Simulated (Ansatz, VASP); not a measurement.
# RbCaH3: VASP beside Ansatz

Wanted: the spread between two codes on one cell, functional and k mesh. The cell is taken from a series of runs on this material, whose earlier steps may have relaxed, scaled, displaced or heated it; both programs get it as it stands.

Calculated with Ansatz 0.2.0; plane waves, with VASP 6.6.1 beside it; zone-centre phonons at LDA.

## Step 1: The structure

It takes space group Pm-3m (No. 221, cubic). The conventional cell has a = 4.397 Å, b = 4.397 Å, c = 4.397 Å, α = 90.00°, β = 90.00°, γ = 90.00°. Nearest to Rb lie 12 H at 3.11 Å. Nearest to Ca lie 6 H at 2.20 Å. H has 2 Ca at 2.20 Å and 8 H at 3.11 Å and 4 Rb at 3.11 Å nearest. Farther neighbours are not listed.

As a file:

```xyz
5
Lattice="4.3970 0.0000 0.0000 0.0000 4.3970 0.0000 0.0000 0.0000 4.3970" Properties=species:S:1:pos:R:3 pbc="T T T"
Rb    0.0000    0.0000    0.0000
Ca    2.1985    2.1985    2.1985
H     0.0000    2.1985    2.1985
H     2.1985    0.0000    2.1985
H     2.1985    2.1985    0.0000
```

## Step 2: VASP: zone-centre phonons, LDA

Second derivatives magnify differences that forces hide, and they need a tight electronic threshold.

Lines of VASP's logs that name or quote its potential files are left out, and so is its time.

INCAR

```
SYSTEM = RbCaH3
PREC = Accurate
ENCUT = 500
EDIFF = 1E-08
NELM = 120
ISMEAR = 0
SIGMA = 0.01
LREAL = .FALSE.
ALGO = Normal
GGA = PW92
NBANDS = 17
LORBIT = 11
LWAVE = .FALSE.
LCHARG = .FALSE.
ISIF = 2
IBRION = 8
LEPSILON = .TRUE.
LASPH = .TRUE.
GGA_COMPAT = .FALSE.
EFERMI = MIDGAP
```

POSCAR

```
RbCaH3
1.0
    4.3969901750      0.0000000000      0.0000000000
    0.0000000000      4.3969901750      0.0000000000
    0.0000000000      0.0000000000      4.3969901750
Rb Ca H
1 1 3
Direct
    0.0000000000      0.0000000000      0.0000000000
    0.5000000000      0.5000000000      0.5000000000
    0.0000000000      0.5000000000      0.5000000000
    0.5000000000      0.0000000000      0.5000000000
    0.5000000000      0.5000000000      0.0000000000
```

KPOINTS

```
Automatic mesh
0
Gamma
4 4 4
0 0 0
```

Potentials, in the order of the species: Rb_sv, Ca_sv and H (LDA family, release 64).

Command:

```bash
$ export OMP_NUM_THREADS=3
$ mpirun -np 1 vasp_std
```

The program printed:

```text
[banner, memory and clock lines left out]
running    1 mpi-ranks, on    1 nodes
 distrk:  each k-point on    1 cores,    1 groups
 distr:  one band on    1 cores,    1 groups
 Offloading initialized ...    1 GPUs detected
 POSCAR found type information on POSCAR RbCaH
 POSCAR found :  3 types and       5 ions
|                                                                             |
|               ----> ADVICE to this user running VASP <----                  |
|                                                                             |
|     You enforced a specific xc type in the INCAR file but a different       |
|     [... a line on the potential file left out ...]
|     I HOPE YOU KNOW WHAT YOU ARE DOING!                                     |
|                                                                             |

 LDA part: xc-table for (Slater(with rela. corr.)+PW92), standard interpolation
 POSCAR, INCAR and KPOINTS ok, starting setup
 FFT: planning ... GRIDC
 FFT: planning ... GRID_SOFT
 FFT: planning ... GRID
 WAVECAR not read
 entering main loop
       N       E                     dE             d eps       ncg     rms          rms(c)
DAV:   1     0.136514191710E+03    0.13651E+03   -0.10439E+04   340   0.114E+03
DAV:   2    -0.897657439056E+01   -0.14549E+03   -0.14196E+03   404   0.273E+02
DAV:   3    -0.173824786986E+02   -0.84059E+01   -0.83872E+01   651   0.578E+01
DAV:   4    -0.175340056110E+02   -0.15153E+00   -0.15147E+00   414   0.706E+00
DAV:   5    -0.175407216882E+02   -0.67161E-02   -0.67157E-02   575   0.898E-01    0.691E+00
DAV:   6    -0.162719154779E+02    0.12688E+01   -0.13285E+00   351   0.439E+00    0.380E+00
DAV:   7    -0.158559006323E+02    0.41601E+00   -0.16546E+00   395   0.454E+00    0.129E+00
DAV:   8    -0.158609763257E+02   -0.50757E-02   -0.12977E-01   439   0.183E+00    0.275E-01
DAV:   9    -0.158579603118E+02    0.30160E-02   -0.12285E-02   410   0.508E-01    0.689E-02
DAV:  10    -0.158579710677E+02   -0.10756E-04   -0.86192E-04   484   0.175E-01    0.257E-02
DAV:  11    -0.158579666405E+02    0.44272E-05   -0.45479E-05   452   0.354E-02    0.179E-02
DAV:  12    -0.158579665421E+02    0.98399E-07   -0.73354E-06   514   0.270E-02    0.441E-03
DAV:  13    -0.158579663750E+02    0.16717E-06   -0.94563E-07   473   0.670E-03    0.245E-03
DAV:  14    -0.158579663574E+02    0.17611E-07   -0.29501E-07   461   0.427E-03    0.724E-04
DAV:  15    -0.158579663478E+02    0.95431E-08   -0.67348E-08   428   0.170E-03
   1 F= -.15857966E+02 E0= -.15857966E+02  d E =0.000000E+00
 Linear response reoptimize wavefunctions to high precision
DAV:   1    -0.158579663480E+02   -0.13756E-09   -0.15448E-09   270   0.226E-04
DAV:   2    -0.158579663480E+02   -0.13870E-10   -0.13825E-10   236   0.721E-05
 Linear response G [H, r] |phi>, progress :
  Direction:   1
       N       E                     dE             d eps       ncg     rms
RMM:   1    -0.681443294184E+02   -0.68144E+02    0.10924E+03   513   0.175E+02
RMM:   2    -0.792690540660E+02   -0.11125E+02   -0.27884E+01   616   0.273E+01
RMM:   3    -0.802262603302E+02   -0.95721E+00   -0.60062E+00   745   0.843E+00
RMM:   4    -0.804668753355E+02   -0.24062E+00   -0.12918E+00   773   0.301E+00
RMM:   5    -0.805088932913E+02   -0.42018E-01   -0.30548E-01   789   0.140E+00
RMM:   6    -0.805176494158E+02   -0.87561E-02   -0.97099E-02   809   0.727E-01
RMM:   7    -0.805200588262E+02   -0.24094E-02   -0.30264E-02   819   0.388E-01
RMM:   8    -0.805208418749E+02   -0.78305E-03   -0.62138E-03   803   0.195E-01
RMM:   9    -0.805210364903E+02   -0.19462E-03    0.44862E-03   796   0.110E-01
RMM:  10    -0.805211758753E+02   -0.13939E-03    0.99052E-03   801   0.635E-02
RMM:  11    -0.805212182845E+02   -0.42409E-04    0.23229E-04   774   0.395E-02
RMM:  12    -0.805212332825E+02   -0.14998E-04    0.35011E-03   768   0.235E-02
RMM:  13    -0.805212382570E+02   -0.49745E-05    0.80872E-04   732   0.144E-02
RMM:  14    -0.805212403727E+02   -0.21157E-05    0.11928E-03   725   0.962E-03
RMM:  15    -0.805212407793E+02   -0.40664E-06    0.21648E-04   719   0.684E-03
RMM:  16    -0.805212413904E+02   -0.61107E-06    0.29216E-04   697   0.506E-03
RMM:  17    -0.805212412607E+02    0.12975E-06    0.10846E-04   686   0.396E-03
RMM:  18    -0.805212415910E+02   -0.33038E-06   -0.12655E-04   680   0.331E-03
RMM:  19    -0.805212416082E+02   -0.17206E-07    0.79095E-05   687   0.287E-03
RMM:  20    -0.805212416295E+02   -0.21227E-07   -0.34764E-05   675   0.259E-03
RMM:  21    -0.805212416118E+02    0.17649E-07    0.76739E-05   660   0.241E-03
RMM:  22    -0.805212417481E+02   -0.13629E-06    0.13797E-04   660   0.228E-03
RMM:  23    -0.805212416285E+02    0.11960E-06   -0.16136E-04   647   0.220E-03
RMM:  24    -0.805212416372E+02   -0.86392E-08    0.18894E-04   650   0.214E-03
[...]
RMM:  20    -0.643976042754E+00   -0.94235E-06    0.28446E-07  1025   0.299E-04    0.789E-05
RMM:  21    -0.643976517540E+00   -0.47479E-06   -0.20704E-06   936   0.242E-04    0.503E-05
RMM:  22    -0.643976838248E+00   -0.32071E-06   -0.23728E-07   903   0.214E-04    0.282E-05
RMM:  23    -0.643977197257E+00   -0.35901E-06   -0.25913E-08   917   0.197E-04    0.123E-05
RMM:  24    -0.643977241141E+00   -0.43884E-07   -0.34809E-07   753   0.176E-04    0.106E-05
[...]
Linear response progress:
  Degree of freedom:   1/  4
       N       E                     dE             d eps       ncg     rms          rms(c)
RMM:   1    -0.226251338655E+00   -0.22625E+00    0.19256E-01   987   0.219E+00
RMM:   2    -0.231910232371E+00   -0.56589E-02   -0.24298E-02  1124   0.479E-01    0.286E-02
RMM:   3    -0.233135977818E+00   -0.12257E-02   -0.27216E-03  1213   0.160E-01    0.188E-02
RMM:   4    -0.233223044575E+00   -0.87067E-04   -0.21856E-04  1283   0.386E-02    0.150E-02
RMM:   5    -0.233290416935E+00   -0.67372E-04   -0.46043E-05  1190   0.222E-02    0.103E-03
RMM:   6    -0.233289658640E+00    0.75830E-06   -0.10572E-05  1303   0.808E-03    0.196E-03
RMM:   7    -0.233295205007E+00   -0.55464E-05   -0.33939E-06  1335   0.401E-03    0.547E-04
RMM:   8    -0.233296525380E+00   -0.13204E-05   -0.55955E-06  1342   0.215E-03    0.345E-04
RMM:   9    -0.233297164565E+00   -0.63918E-06    0.77643E-07  1375   0.125E-03    0.199E-04
RMM:  10    -0.233297530309E+00   -0.36574E-06    0.96585E-07  1406   0.761E-04    0.113E-04
RMM:  11    -0.233297629297E+00   -0.98988E-07   -0.62180E-07  1372   0.527E-04    0.421E-05
RMM:  12    -0.233297680461E+00   -0.51165E-07    0.47729E-07  1443   0.329E-04    0.465E-05
RMM:  13    -0.233297750730E+00   -0.70269E-07   -0.82930E-08  1388   0.244E-04    0.273E-05
RMM:  14    -0.233297816451E+00   -0.65721E-07    0.25918E-07  1367   0.178E-04    0.490E-06
RMM:  15    -0.233297811844E+00    0.46074E-08   -0.62087E-08  1334   0.129E-04    0.586E-06
 first order change of Fermi-energy  -0.22972E-04
 force on displaced ion       1 direction 1 :  -1.259  -0.000   0.000
 Born effective charge ion    1 direction 1 :   1.088   0.000   0.000
 Linear response progress:
  Degree of freedom:   2/  4
       N       E                     dE             d eps       ncg     rms          rms(c)
RMM:   1    -0.458596325901E+00   -0.45860E+00    0.18137E+00   735   0.104E+01
RMM:   2    -0.409777719380E+00    0.48819E-01   -0.10417E-01  1011   0.185E+00    0.185E-01
RMM:   3    -0.410942433065E+00   -0.11647E-02   -0.16035E-02  1166   0.519E-01    0.137E-01
RMM:   4    -0.411103717117E+00   -0.16128E-03   -0.24236E-03  1255   0.215E-01    0.577E-02
RMM:   5    -0.411047682990E+00    0.56034E-04   -0.50043E-04  1244   0.838E-02    0.152E-02
RMM:   6    -0.410991933561E+00    0.55749E-04   -0.13060E-04  1348   0.363E-02    0.319E-03
RMM:   7    -0.410979552538E+00    0.12381E-04   -0.67426E-05  1286   0.187E-02    0.171E-03
RMM:   8    -0.410970069151E+00    0.94834E-05   -0.43884E-05  1358   0.114E-02    0.396E-04
RMM:   9    -0.410968715910E+00    0.13532E-05   -0.35294E-05  1407   0.745E-03    0.267E-04
RMM:  10    -0.410969315731E+00   -0.59982E-06   -0.26729E-05  1340   0.552E-03    0.152E-04
RMM:  11    -0.410969324523E+00   -0.87916E-08   -0.21679E-05  1401   0.425E-03    0.673E-05
RMM:  12    -0.410969629606E+00   -0.30508E-06   -0.18114E-05  1381   0.343E-03    0.150E-04
RMM:  13    -0.410969968290E+00   -0.33868E-06   -0.18514E-05  1341   0.283E-03    0.200E-04
RMM:  14    -0.410971081560E+00   -0.11133E-05   -0.14497E-05  1315   0.233E-03    0.174E-04
RMM:  15    -0.410971690393E+00   -0.60883E-06   -0.11218E-05  1325   0.192E-03    0.182E-04
RMM:  16    -0.410971968456E+00   -0.27806E-06   -0.11350E-05  1415   0.156E-03    0.203E-04
 first order change of Fermi-energy   0.14825E-03
 force on displaced ion       2 direction 1 :  -6.379   0.000   0.000
 Born effective charge ion    2 direction 1 :   1.742   0.000   0.000
 Linear response progress:
  Degree of freedom:   3/  4
       N       E                     dE             d eps       ncg     rms          rms(c)
RMM:   1    -0.161025470366E-01   -0.16103E-01   -0.19732E-05  1110   0.473E-01
RMM:   2    -0.163038404395E-01   -0.20129E-03   -0.84027E-04  1233   0.734E-02    0.987E-02
RMM:   3    -0.166172903183E-01   -0.31345E-03   -0.27762E-04   988   0.591E-02    0.555E-02
RMM:   4    -0.173063613119E-01   -0.68907E-03   -0.16576E-04  1026   0.513E-02    0.646E-03
RMM:   5    -0.173825507417E-01   -0.76189E-04   -0.15507E-05  1148   0.184E-02    0.164E-03
RMM:   6    -0.173846777961E-01   -0.21271E-05   -0.23354E-06  1222   0.613E-03    0.599E-04
RMM:   7    -0.173882857942E-01   -0.36080E-05   -0.39030E-07  1290   0.230E-03    0.285E-04
RMM:   8    -0.173884625773E-01   -0.17678E-06   -0.60753E-08  1256   0.891E-04    0.734E-05
RMM:   9    -0.173885981170E-01   -0.13554E-06   -0.18006E-08  1291   0.431E-04    0.290E-05
RMM:  10    -0.173886367354E-01   -0.38618E-07   -0.11808E-07  1372   0.196E-04    0.981E-06
RMM:  11    -0.173886080932E-01    0.28642E-07    0.18849E-08  1333   0.929E-05    0.185E-05
RMM:  12    -0.173886251934E-01   -0.17100E-07   -0.32471E-08  1284   0.554E-05    0.497E-06
RMM:  13    -0.173886190489E-01    0.61445E-08    0.33010E-09  1336   0.321E-05    0.834E-06
 first order change of Fermi-energy   0.19891E-03
 force on displaced ion       3 direction 1 :  -5.339   0.000  -0.000
 Born effective charge ion    3 direction 1 :  -1.069   0.000   0.000
 Linear response progress:
  Degree of freedom:   4/  4
       N       E                     dE             d eps       ncg     rms          rms(c)
RMM:   1    -0.161273075572E-01   -0.16127E-01   -0.95806E-03  1621   0.328E-01
RMM:   2    -0.159937753283E-01    0.13353E-03   -0.35839E-04  1793   0.662E-02    0.893E-02
RMM:   3    -0.162817989195E-01   -0.28802E-03   -0.14927E-04  1469   0.420E-02    0.503E-02
RMM:   4    -0.169637425578E-01   -0.68194E-03   -0.17677E-04  1566   0.457E-02    0.378E-03
RMM:   5    -0.169947451016E-01   -0.31003E-04   -0.82791E-06  1846   0.122E-02    0.118E-03
RMM:   6    -0.169948072608E-01   -0.62159E-07   -0.16580E-06  1903   0.399E-03    0.518E-04
RMM:   7    -0.169950128225E-01   -0.20556E-06   -0.33419E-07  1987   0.150E-03    0.189E-04
RMM:   8    -0.169952613463E-01   -0.24852E-06    0.52979E-07  2044   0.596E-04    0.746E-05
RMM:   9    -0.169949997039E-01    0.26164E-06    0.84249E-07  2027   0.287E-04    0.234E-05
RMM:  10    -0.169950299116E-01   -0.30208E-07   -0.41911E-07  2101   0.147E-04    0.718E-06
RMM:  11    -0.169950554087E-01   -0.25497E-07    0.54646E-07  2079   0.821E-05    0.448E-06
RMM:  12    -0.169950471240E-01    0.82847E-08   -0.69589E-08  2049   0.471E-05    0.217E-06
 first order change of Fermi-energy  -0.12823E-03
 force on displaced ion       3 direction 2 :   0.000  -0.511   0.000
 Born effective charge ion    3 direction 2 :   0.000  -0.885   0.000
 Born effective charges drift removed
 Linear response finished
```

(Part 1 of 3 ends here.)

[Lines on the potential files, build, host, timing and source positions are cut from VASP's logs without a mark.]

[Logs are printed without paths, hosts, clocks, repeated set-up lines and the standing remarks that a program may print on its own settings, such as how far it seeks lower states.]

[Hosts, paths, dates, database ids (printed as entryN), source tags and the programs' standing remarks are cut or masked in the printed files.]
